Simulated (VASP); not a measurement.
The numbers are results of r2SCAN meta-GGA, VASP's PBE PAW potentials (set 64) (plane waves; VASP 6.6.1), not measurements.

Input for VASP

### KPOINTS
```
Automatic
0
Gamma
6 6 3
```

### POSCAR
```
Ca2H3Br
1
    3.8940588766     0.0000000000     0.0000000000
   -1.9470294383     3.3723537230    -0.0000000000
   -0.0000000000     0.0000000000     6.8376562095
Ca H Br
2 3 1
Direct
  0.6666670000   0.3333330000   0.1855705559
  0.3333330000   0.6666670000   0.8144294441
  0.6666670000   0.3333330000   0.8504509859
  0.3333330000   0.6666670000   0.1495490141
  0.0000000000   0.0000000000   0.0000000000
  0.0000000000   0.0000000000   0.5000000000
```

INCAR:
```
NSW=60   # most ionic steps
SYSTEM=Ca2H3Br
LWAVE=.False.
LMAXMIX=4
LCHARG=.False.
SIGMA=0.05   # width (eV)
PREC=Accurate
ISMEAR=0   # Gaussian
IBRION=2   # conjugate gradients
LREAL=.False.
ALGO=Normal   # blocked Davidson
LMIXTAU=.True.
LASPH=.True.   # aspherical one-centre terms
EDIFF=1E-6
ISIF=3
EDIFFG=-0.02   # ionic stop
ENCUT=400   # plane-wave cut-off (eV)
NELM=100   # most electronic steps
METAGGA=R2SCAN
```

POTCAR, in this order: Ca_sv H Br (PBE.64 set). Program: vasp_std.

Problem. Estimate the energy per atom (σ→0).

Solution. 
```
Item                           Result
---------------------  --------------
energy per atom (σ→0)  -7.365 eV/atom
```

OSZICAR:
```
...
DAV:  16    -0.441885309401E+02   -0.16869E-02   -0.60282E-04   806   0.232E-01    0.409E-02
DAV:  17    -0.441891280681E+02   -0.59713E-03   -0.13658E-03   715   0.317E-01    0.174E-02
DAV:  18    -0.441891499620E+02   -0.21894E-04   -0.82412E-05   759   0.834E-02    0.115E-02
DAV:  19    -0.441891609897E+02   -0.11028E-04   -0.20632E-05   808   0.453E-02    0.746E-03
DAV:  20    -0.441891553033E+02    0.56864E-05   -0.37056E-05   826   0.512E-02    0.406E-03
DAV:  21    -0.441891636900E+02   -0.83867E-05   -0.65601E-06   737   0.263E-02    0.295E-03
DAV:  22    -0.441891633860E+02    0.30397E-06   -0.20710E-06   574   0.118E-02
   1 F= -.44189163E+02 E0= -.44189163E+02  d E =-.441892E+02
```

The structure comes from a computed database's Ca2H3Br entry (P-3m1); how it stands against other phases isn't given here. It was relaxed first. The start is the result of an earlier pass.
